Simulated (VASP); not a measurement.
Al4Ag:

```
Al Ag
1.0
    -2.70720    2.70720    2.70720
     2.70720   -2.70720    2.70720
     2.70720    2.70720   -2.70720
Al Ag
4 1
Direct
  0.00000 0.00000 0.50000
  0.50000 0.00000 0.00000
  0.50000 0.50000 0.50000
  0.00000 0.50000 0.00000
  0.00000 0.00000 0.00000
```

The cell was built by a generator and needn't be a form met in nature.

* Program: VASP 6.6.1
* Task: relaxation of cell and atoms
* Functional: RPBE
* Potentials or basis: VASP PAW PBE potentials, release 64 (Al, Ag)
* Cutoff: 600 eV
* k mesh: 7 × 7 × 7
* Occupations: methfessel-paxton, width 0.2 eV
* Spin: no spin polarisation

At the start: pressure 35.2 GPa; volume 15.87 Å³/atom.

Question: Where does the relaxation end?

Answer: Over 5 steps the energy falls by 450.1 meV/atom and the volume is 21.29 Å³/atom (+34.2 %); space group Im-3m (No. 229, to 0.05 Å).

The path:
```
step  energy change (eV)  largest force (eV/Å)  pressure (GPa)  volume (Å³)
   1              0.0000                0.0000           35.19        79.36
   2             -1.7728                0.0000           -6.21       126.52
   3             -2.2475                0.0000            0.20       106.07
   4             -2.2476                0.0000           -0.10       106.66
   5             -2.2507                0.0000            0.01       106.47
```

Final structure:
```
Al Ag
1.0
    -2.98581    2.98581    2.98581
     2.98581   -2.98581    2.98581
     2.98581    2.98581   -2.98581
Al Ag
4 1
Direct
  0.00000 0.00000 0.50000
  0.50000 0.00000 0.00000
  0.50000 0.50000 0.50000
  0.00000 0.50000 0.00000
  0.00000 0.00000 0.00000
```

Caveat: the volume moved by over 15 % at a fixed basis, so the end points are rough; the PAW data sets were made with another functional, which shifts forces and pressure a little.
